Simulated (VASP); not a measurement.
**SnTeS4: relaxation of cell and atoms with PBE**

Crystal: SnTeS4.

```
CELL_PARAMETERS angstrom
3.75000 0.00000 0.00000
-1.87500 3.24760 0.00000
0.00000 0.00000 12.00000
ATOMIC_POSITIONS crystal
Sn 0.00000 0.00000 0.00000
Te 0.00000 0.00000 0.50000
S 0.66667 0.33333 0.87700
S 0.33333 0.66667 0.12300
S 0.66667 0.33333 0.36500
S 0.33333 0.66667 0.63500
```

The cell was built by a generator and needn't be a form met in nature.

```json
{
 "Program": "VASP 6.6.1",
 "Task": "relaxation of cell and atoms",
 "Functional": "PBE",
 "Potentials or basis": "VASP PAW PBE potentials, release 64 (Sn_d, Te, S)",
 "Cutoff": "520 eV",
 "k mesh": "4 × 4 × 2",
 "Occupations": "gaussian, width 0.15 eV",
 "Spin": "no spin polarisation",
 "Further INCAR settings": "PREC = Normal; ALGO = Fast; EDIFF = 0.0001; IBRION = 2; EDIFFG = -0.08; NSW = 24; ISIF = 3"
}
```

| Property | Result |
| --- | --- |
| Relaxed volume | 24.59 Å³/atom |
| Relaxed cell | a = 3.778 Å, b = 3.778 Å, c = 11.935 Å, α = 90.00°, β = 90.00°, γ = 120.00° |
| Space group after relaxing (to 0.05 Å) | P-3m1 (No. 164) |
| Energy gained by relaxing | 3.5 meV/atom |
| Ionic steps | 4 |
| Pressure after relaxing | -0.1 GPa |
| Largest force after relaxing | 0.078 eV/Å |
| Band gap on the k mesh | 0.76 eV, direct |

Forces in eV/Å, atoms in the order of the input:
```
Sn   0.000  0.000  0.000
Te   0.000  0.000  0.000
S    0.000  0.000  0.066
S    0.000  0.000 -0.066
S    0.000  0.000  0.078
S    0.000  0.000 -0.078
```

Stress tensor (GPa, compression positive):
```
-0.31  0.00  0.00
 0.00 -0.31  0.00
 0.00  0.00  0.37
```

The path:
```tsv
step	energy change (eV)	largest force (eV/Å)	pressure (GPa)	volume (Å³)
1	0.0000	0.3752	-0.17	146.14
2	-0.0140	0.1573	0.48	145.60
3	-0.0148	0.0796	0.71	145.44
4	-0.0210	0.0780	-0.08	147.56
```

Final structure:
```cif
data_structure
_symmetry_space_group_name_H-M 'P 1'
_symmetry_Int_Tables_number 1
_cell_length_a 3.7784
_cell_length_b 3.7784
_cell_length_c 11.9352
_cell_angle_alpha 90.000
_cell_angle_beta 90.000
_cell_angle_gamma 120.000
_cell_volume 147.56
loop_
_atom_site_label
_atom_site_type_symbol
_atom_site_fract_x
_atom_site_fract_y
_atom_site_fract_z
_atom_site_occupancy
Sn1 Sn 0.00000 0.00000 0.00000 1
Te1 Te 0.00000 0.00000 0.50000 1
S1 S 0.66667 0.33333 0.87837 1
S2 S 0.33333 0.66667 0.12163 1
S3 S 0.66667 0.33333 0.36809 1
S4 S 0.33333 0.66667 0.63191 1
```

Levels at points of the mesh, in eV from the valence-band top:
```tsv
k point	band 19	band 20	band 21	band 22	band 23	band 24	band 25	band 26
(0.00, 0.00, 0.00)	-0.86	-0.86	-0.76	-0.63	1.01	1.64	1.81	1.81
(0.50, 0.00, 0.00)	-1.44	-1.28	-0.85	-0.54	1.01	2.16	3.01	3.25
(0.00, 0.00, 0.50)	-1.03	-0.89	-0.89	0.00	0.76	1.74	1.82	1.82
(0.50, 0.00, 0.50)	-1.19	-1.08	-0.93	-0.92	0.78	2.27	3.04	3.55
```

Wall time 43 s on 1 thread of Intel(R) Xeon(R) Platinum 8488C (Sapphire Rapids) (shared host), peak memory 0.21 GiB.

Caveat: the k mesh is coarse (spacing up to 0.48 Å⁻¹), so the values aren't converged; spin-orbit coupling is left out, which moves the levels of the heavy elements; this functional lacks dispersion, which binds the layers, so the pressure and a relaxed spacing across them are unreliable; the relaxation stopped at a loose force limit of 0.08 eV/Å, so its end isn't a converged minimum. A k mesh can miss the band edges.
